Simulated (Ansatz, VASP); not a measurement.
# InSe in two plane-wave programs

Aim: how closely do two programs agree when they are given the same cell, functional and k mesh? The cell is taken from a series of runs on this material, whose earlier steps may have relaxed, scaled, displaced or heated it; both programs get it as it stands.

Method: plane waves, with VASP 6.6.1 beside it; relaxation of cell and atoms at PBEsol, in Ansatz 0.2.0.

### Step 1. The structure

The structure is trigonal, space group R3m (No. 160). Conventional cell: a = 4.009 Å, b = 4.009 Å, c = 25.282 Å, α = 90.00°, β = 90.00°, γ = 120.00°. In has 3 Se at 2.64 Å and 1 In at 2.78 Å nearest. Nearest to Se lie 3 In at 2.64 Å. Nearest to Se lie 3 In at 2.64 Å. Farther neighbours and most contacts between anions are not listed.

### Step 2. Ansatz: relaxation of cell and atoms, PBEsol, pair 1

Ansatz runs on its PAW soft_1 files.

The relaxed volume is the usual yardstick between codes: in a stiff, nearly cubic crystal its relative difference is about their pressure difference at one cell divided by the bulk modulus.

File input.yaml:

```yaml
crystal:
  lattice:
    - [2.0046434833, 1.1573814547, 8.4274074337]
    - [-2.0046434833, 1.1573814547, 8.4274074337]
    - [0.0, -2.3147629094, 8.4274074337]
  atoms:
    - { symbol: In, position: [0.0007530067, 0.0007530067, 0.0007530067] }
    - { symbol: In, position: [0.1105868179, 0.1105868179, 0.1105868179] }
    - { symbol: Se, position: [0.6169051857, 0.6169051857, 0.6169051857] }
    - { symbol: Se, position: [0.8277549896, 0.8277549896, 0.8277549896] }
kpoints:
  mp_grid: { grid: [9, 9, 9] }
hamiltonian:
  xc: pbesol
  pseudopotentials: { kind: paw, azcp: { folder: soft_1 }, xc_functional: pbe }
scf:
  occupations: { method: fixed }
output:
  forces: true
  stress: true
  eigenvalues: true
relax:
  adjacent_minimum: "off"
  f_tol: 0.001
  max_steps: 60
  cell: { stress_tol: 0.01 }
```

On the command line:

```sh
> ansatz run input.yaml --threads 4 --pin off --max-ram 16384MiB --backend cpu --events-out ev --progress --plain --runs-dir out
```

Numbers of over 12 decimals in the logs are rounded to 6 here.

The program printed:

```text
basis.fft_grid_basis auto: the FFT boxes are laid along the combinations [[1, 0, -1], [0, 1, -1], [0, 0, 1]] of the cell's own vectors, 4.009, 4.009 and 8.740 Å long. The dense box has 27×27×60 points. Along the cell's own vectors, as sized, it would have 60×60×60, 4.94 times as many. Of the 6 symmetry operations that the crystal satisfies within crystal.symmetry.tolerance (time reversal apart; of a slab, those that  [...]
Engine: ansatz 0.2.0, aarch64-unknown-linux-gnu
Pseudopotentials: kind: paw
Pseudopotential: In, paw, valence charge 13, recommended cutoff 420 eV (normal), soft_1/In.paw.azcp
Pseudopotential: Se, paw, valence charge 16, recommended cutoff 420 eV (normal), soft_1/Se.paw.azcp
Functional definition: PBEsol
  exchange = pbesol_x
  correlation = pbesol_c
Crystal: 4 atoms, lattice volume = 117.316 Å³
Basis set: ecut = 420 eV, 2309 PW (Γ), FFT grids on a1−a3, a2−a3, a3, exchange–correlation on 54×54×120 points (8 copies of the dense FFT grid, shifted against one another)
Bands: 35, of which v1, the nominal top of the filled ones, is band 29 counted from 1 (28 counted from 0)
Symmetry: 6 space group operations
Space group: R3m (ITA 160), of the structure as read, at distance tolerance 4.9e-5 Å
k-points: 85 of 729 (time reversal used)
Non-local potential: In, projectors of the file, l = 0: 2, l = 1: 2, l = 2: 2, l = 3: 1
Non-local potential: Se, projectors of the file, l = 0: 2, l = 1: 2, l = 2: 3, l = 3: 1
PAW form: soft (Blöchl's): semilocal exchange-correlation on the pseudo side does not see the compensation charge
PAW frozen core: In, regenerated for the run's functional, and the local potential with it (the file was generated under x = pbe(κ = 0.804, μ = 0.219515), c = pbe(β = 0.066725))
PAW frozen core: Se, regenerated for the run's functional, and the local potential with it (the file was generated under x = pbe(κ = 0.804, μ = 0.219515), c = pbe(β = 0.066725))
PAW one-centre angular grid: In, 590 points (default); XC on 64 Gauss nodes
PAW one-centre angular grid: Se, 590 points (default); XC on 64 Gauss nodes
Initial density: superposition of atomic densities (chi_scale 0.1, normalization cell, long waves kept (reshape's long-wave potential 0.70 eV rms))
Initial wavefunctions: pseudopotential atomic-orbital guess
Functional: x = pbesol(κ = 0.804, μ = 0.123457), c = pbesol(β = 0.046)
SCF iter   1: F=—  HF=-21904.056496 eV  |F-HF|=—  |Δ(HF+E_count)|=         —  Δρ=4.98e-2  dr2=1.55e1  ethr=3.10e-3  ⟨swp⟩=5.0  Hψ=10728  notcnv=0  defer=321
preconditioner: auto → Resta (q_TF=auto, 2.426 Å⁻¹)  ε∞=3.1  [insulator: Δε(μ)=0.478 eV  Ē_g=14.514 eV  n_scr=30 (ndim 8)  ℏωp=21.1 eV  f_vac=0.031  ε∞_Penn≈3.1]
SCF iter   2: F=—  HF=-21901.488720 eV  |F-HF|=—  |Δ(HF+E_count)|=    2.57e0  Δρ=1.94e-2  dr2=5.06e-1  ethr=3.10e-3  ⟨swp⟩=3.4  Hψ=6016  notcnv=0  defer=329
SCF iter   3: F=—  HF=-21901.338441 eV  |F-HF|=—  |Δ(HF+E_count)|=   1.50e-1  Δρ=1.11e-2  dr2=1.14e-1  ethr=8.72e-4  ⟨swp⟩=2.1  Hψ=5877  notcnv=0  defer=340
SCF iter   4: F=—  HF=-21901.303416 eV  |F-HF|=—  |Δ(HF+E_count)|=   3.50e-2  Δρ=1.46e-3  dr2=5.93e-3  ethr=1.96e-4  ⟨swp⟩=2.4  Hψ=5395  notcnv=0  defer=340
SCF iter   5: F=—  HF=-21901.300492 eV  |F-HF|=—  |Δ(HF+E_count)|=   2.92e-3  Δρ=8.23e-4  dr2=1.09e-3  ethr=1.02e-5  ⟨swp⟩=2.1  Hψ=5522  notcnv=0  defer=340
SCF iter   6: F=—  HF=-21901.301052 eV  |F-HF|=—  |Δ(HF+E_count)|=   5.60e-4  Δρ=2.07e-4  dr2=1.88e-4  ethr=1.87e-6  ⟨swp⟩=2.0  Hψ=3651  notcnv=0  defer=340
SCF iter   7: F=—  HF=-21901.301077 eV  |F-HF|=—  |Δ(HF+E_count)|=   2.48e-5  Δρ=6.26e-5  dr2=1.81e-5  ethr=3.24e-7  ⟨swp⟩=2.0  Hψ=3355  notcnv=0  defer=107
SCF iter   8: F=—  HF=-21901.301091 eV  |F-HF|=—  |Δ(HF+E_count)|=   1.35e-5  Δρ=1.94e-5  dr2=5.61e-7  ethr=3.12e-8  ⟨swp⟩=3.0  Hψ=4591  notcnv=0  defer=95
SCF iter   9: F=—  HF=-21901.301091 eV  |F-HF|=—  |Δ(HF+E_count)|=   3.28e-7  Δρ=6.32e-6  dr2=1.46e-7  ethr=1.72e-10  ⟨swp⟩=11.8  Hψ=16022  notcnv=0
SCF iter  10: F=-21901.301091 eV  HF=-21901.301091 eV  |F-HF|=1.14e-8  |Δ(HF+E_count)|=   3.74e-8  Δρ=2.62e-6  dr2=1.47e-8  ethr=1.72e-10  ⟨swp⟩=4.9  Hψ=11331  notcnv=0
SCF 1 converged in 10 iterations: F = -21901.301091 eV  dr2 = 1.47e-8
  greatest PAW one-centre occupation: 1.000 electrons in one spin orbital (limit 2), on the Se atom at site 3 (counted from 0), in its partial waves of l = 2
relax step   1: F+E_penalty+E_count = -21901.30109096 eV  Δ(F+E_penalty+E_count) = +0.000e0 eV  max|allowed force component| = 8.891e-4 eV/Å  Δτ_max = 0.0000 Å  P = -0.005 GPa  Ω = 117.316 Å³  (10 SCF iters, dr2 threshold 1.00e-7 eV, accepted)
Initial density: handed on by an earlier stage of this run
Initial wavefunctions: pseudopotential atomic-orbital guess (no wavefunctions were taken with the density)
iter 1 solved again at ethr=8.48e-8 eV; its pass at ethr=3.10e-3 eV (dr2=4.92e-5 eV) is discarded
SCF iter   1: F=—  HF=-21901.301081 eV  |F-HF|=—  |Δ(HF+E_count)|=         —  Δρ=2.53e-6  dr2=1.43e-8  ethr=8.48e-8  ⟨swp⟩=2.9  Hψ=19000  notcnv=0  defer=340
eigensolver tolerance schedule: the retry pair's looser diagonalisation over-reported the residual by 3450.74 of it (diagonalisation noise at 0.10 of the residual, at the tolerance the schedule requests for it); recorded, not acted on — ethr = c·dr2/N_el stays at c = 1.0e-1
preconditioner: auto → Resta (q_TF=auto, 2.426 Å⁻¹)  ε∞=3.3  [insulator: Δε(μ)=0.575 eV  Ē_g=13.890 eV  n_scr=30 (ndim 8)  ℏωp=21.1 eV  f_vac=0.077  ε∞_Penn≈3.3]
SCF iter   2: F=—  HF=-21901.301091 eV  |F-HF|=—  |Δ(HF+E_count)|=   9.49e-6  Δρ=1.16e-6  dr2=2.25e-9  ethr=2.46e-11  ⟨swp⟩=2.3  Hψ=5725  notcnv=0  defer=334
SCF iter   3: F=—  HF=-21901.301091 eV  |F-HF|=—  |Δ(HF+E_count)|=   2.36e-9  Δρ=6.94e-7  dr2=9.64e-10  ethr=3.88e-12  ⟨swp⟩=2.0  Hψ=3311  notcnv=0  defer=334
SCF iter   4: F=—  HF=-21901.301091 eV  |F-HF|=—  |Δ(HF+E_count)|=   2.11e-9  Δρ=1.84e-7  dr2=8.51e-11  ethr=1.66e-12  ⟨swp⟩=2.0  Hψ=3607  notcnv=0  defer=334
SCF iter   5: F=—  HF=-21901.301091 eV  |F-HF|=—  |Δ(HF+E_count)|=  1.38e-10  Δρ=6.62e-8  dr2=1.49e-11  ethr=1.00e-12  ⟨swp⟩=2.0  Hψ=3263  notcnv=0  defer=334
SCF iter   6: F=-21901.301091 eV  HF=-21901.301091 eV  |F-HF|=7.28e-12  |Δ(HF+E_count)|=  1.09e-11  Δρ=2.09e-8  dr2=9.13e-13  ethr=1.00e-12  ⟨swp⟩=10.2  Hψ=16605  notcnv=0
SCF 2 converged in 6 iterations: F = -21901.301091 eV  dr2 = 9.13e-13
relax step   2: F+E_penalty+E_count = -21901.30109098 eV  Δ(F+E_penalty+E_count) = -1.323e-8 eV  max|allowed force component| = 8.935e-4 eV/Å  Δτ_max = 0.0000 Å  P = -0.005 GPa  Ω = 117.316 Å³  stress off target by 5.29e-3 GPa  SCF on the basis re-selected at this cell (its energy is not comparable with the rows above)  (6 SCF iters)
basis re-selected at this cell: Δ(F+E_penalty+E_count) = -1.323e-8 eV, ΔP = +0.000 GPa vs the last step (what re-selecting the basis moved, of the pressure what is left beyond the Pulay correction that the steps carried, after the strain that the cell walked since its last selection, with what the two solves' SCF thresholds leave and, on support functions, any second-order correction that the steps lacked; it is no m [...]
SCF converged after 6 iterations
Free energy (F): -21901.301091 eV
Harris-Foulkes:  -21901.301091 eV  (|F-HF|=7.28e-12)
Internal energy: -21901.301091 eV  (E = F + TS)
E sigma→0 (E₀):  -21901.301091 eV
Fermi energy:    6.852869 eV
--- Per-component energies (eV) ---
  E_band       = -931.252553
  E_kinetic    = 658.503187
  E_local      = -8252.910224  (includes V_loc(G=0)·N_el)
  E_nonlocal   = -48.233828
  E_hartree    = 4002.020025
  E_xc         = -451.759837
  E_vxc        = -358.903980  (∫ρ·V_xc dr)
  E_paw        = -12448.971181  (= ΣΔE_a)
  E_vpaw       = -933.747225  (= ΣTr[D̂ρ^β])
  E_aug_tail   = -0.000478  (compensation charges beyond the density's cutoff)
  E_ewald      = -5362.437465
  E_core_change = 2.488711  (= ΣΔE_core)
  E_smearing   = -0.000000  (= −TS)
  E_closure    = -0.000000  (closes the sum)
  Σ components = -21901.301091   (vs F -21901.301091, Δ=0.00e0)
--- Forces (eV/Å), atoms counted from 1 ---
  atom   1  In    -0.00000000     0.00000000    -0.00064767
  atom   2  In     0.00000000     0.00000000     0.00089347
  atom   3  Se     0.00000000     0.00000000     0.00058088
  atom   4  Se     0.00000000     0.00000000    -0.00082663
  max |Σ_I F_I| component: 4.49e-8 eV/Å
--- Stress (GPa, compression-positive) ---
       -0.005285       0.000000       0.000000
        0.000000      -0.005285      -0.000000
        0.000000      -0.000000      -0.004192
  P = ⅓ Tr σ = -0.0049 GPa (-0.049 kbar)
--- Band table (eV; the first three rows and the last of 85) ---
  k-point 0: bands = [... 25 lower, 5.6765, 5.6765, 5.7601, 5.7601, 8.5904, 8.9637, 11.2639, 11.2639, ... 2 higher]
  k-point 1: bands = [... 25 lower, 5.3468, 5.5167, 5.6280, 5.8182, 8.8987, 9.5674, 10.6302, 11.3857, ... 2 higher]
  k-point 2: bands = [... 25 lower, 4.9823, 5.1768, 5.3037, 5.9384, 9.0439, 9.2096, 10.9453, 11.1622, ... 2 higher]
  k-point 84: bands = [... 25 lower, 5.0455, 5.4401, 5.7132, 6.8529, 8.1202, 9.5832, 10.6902, 11.3000, ... 2 higher]
--- Relaxed structure (1 steps of the walk, 1 accepted, 1 SCFs on fresh bases) ---
  F+E_penalty+E_count = -21901.30109098 eV   max|allowed force component| = 8.935e-4 eV/Å   (the final SCF, on the basis selected at the relaxed cell)
  cell:  # Å, volume = 117.3164 Å³
    - [2.004643, 1.157381, 8.4274074337]
    - [-2.004643, 1.157381, 8.4274074337]
    - [0.0, -2.314763, 8.4274074337]
  atoms:
    - { symbol: In, position: [0.000753007, 0.000753007, 0.000753007] }
    - { symbol: In, position: [0.110587, 0.110587, 0.110587] }
    - { symbol: Se, position: [0.616905, 0.616905, 0.616905] }
    - { symbol: Se, position: [0.8277549896, 0.8277549896, 0.8277549896] }
```

(Continued in part 2 of 2.)

[Lines on the potential files, build, host, timing and source positions are cut from VASP's logs without a mark.]

[Logs are printed without paths, hosts, clocks, repeated set-up lines and the standing remarks that a program may print on its own settings, such as how far it seeks lower states.]

[Hosts, paths, dates, database ids (printed as entryN), source tags and the programs' standing remarks are cut or masked in the printed files.]
